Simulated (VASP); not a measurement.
Runs of VASP 6.6.1 on OGaCl2H. The cell holds a molecule in a box, 5 atoms: a = 12.000 Å, b = 13.000 Å, c = 12.000 Å, α = 90.00°, β = 90.00°, γ = 90.00°. 

| task | level | potentials or basis | cutoff (eV) | grid for exact exchange (PRECFOCK) | screening parameter | gap on the mesh (eV) | largest force (eV/Å) |
| --- | --- | --- | --- | --- | --- | --- | --- |
| single point | LDA | VASP PAW LDA potentials, release 64 (O, Ga_d, Cl, H) | 520 | - | - | 5.09 | 1.03 |
| electron localisation function | PBE | VASP PAW PBE potentials, release 64 (O, Ga_d, Cl, H) | 520 | - | - | 5.19 | 0.65 |
| single point | PBE | VASP PAW PBE potentials, release 64 (O, Ga_d, Cl, H) | 520 | - | - | 5.19 | 0.65 |
| single point | BLYP+D3(BJ) | VASP PAW PBE potentials, release 64 (O, Ga_d, Cl, H) | 520 | - | - | 5.07 | (a) |
| single point | r2SCAN+D4 | VASP PAW PBE potentials, release 64 (O_s, Ga_d, Cl, H_s) | 400 | - | - | 5.84 | 1.39 |
| atomic charges | PBE+TS | VASP PAW PBE potentials, release 64 (O, Ga_d, Cl, H) | 520 | - | - | 5.19 | 0.65 |
| single point | r2SCAN+D3(BJ) | VASP PAW PBE potentials, release 64 (O, Ga_d, Cl, H) | 520 | - | - | (b) | 0.26 |
| single point | HSE06+D3(BJ) | VASP PAW PBE potentials, release 64 (O, Ga_d, Cl, H) | 520 | Fast | 0.2 1/A | 6.83 | 0.28 |

Alike in all rows: no spin polarisation; cell as given; k mesh 1 × 1 × 1; smearing gaussian 0.01 eV.

Fill in the values left out.

(a) 0.84; (b) 5.86.

Caveats: the PAW data sets were made with another functional, which shifts forces and pressure a little (some runs).

A k mesh can miss the band edges, and the runs leave out spin-orbit coupling on Ga.

Not every run made on this cell is shown here.
